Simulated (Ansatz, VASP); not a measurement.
# Two plane-wave programs on Rb2BeRhF6

```
Be F Rh Rb
1.0
     0.00000    4.18337    4.18337
     4.18337    0.00000    4.18337
     4.18337    4.18337    0.00000
Be F Rh Rb
1 6 1 2
Direct
  0.50000 0.50000 0.50000
  0.77600 0.22400 0.22400
  0.22400 0.77600 0.22400
  0.22400 0.77600 0.77600
  0.77600 0.22400 0.77600
  0.22400 0.22400 0.77600
  0.77600 0.77600 0.22400
  0.00000 0.00000 0.00000
  0.25000 0.25000 0.25000
  0.75000 0.75000 0.75000
```

The cell was built by a generator and needn't be a form met in nature.

Alike in both runs: task single point; functional PBE; k mesh 4 × 4 × 4; occupations fermi-dirac, width 0.0876 eV; no spin polarisation.

```csv
,VASP,Ansatz
version,VASP 6.6.1,Ansatz 0.2.0
potentials or method,"VASP PAW PBE potentials, release 64 (Be, F, Rh_pv, Rb_sv)",PAW plane waves
plane-wave cutoff (eV),520,420
valence electrons in the cell,77,79
```

|  | VASP | Ansatz | Ansatz less VASP |
| --- | --- | --- | --- |
| gap on the k mesh at the Fermi level (eV) | none | none | - |
| pressure (GPa) | 13.6 | 13.5 | -0.10 |
| rms of the force components (eV/Å) | 1.895 | 1.852 | -0.0427 |

Atom by atom the forces differ by 0.043 eV/Å (rms over components). A gap of «none» marks a metal or a gap that the smearing closes. The two sets of potentials don't hold the same shells in valence.

Caveats: an odd number of electrons without spin polarisation forces a metal; a magnetic or distorted state may lie lower.
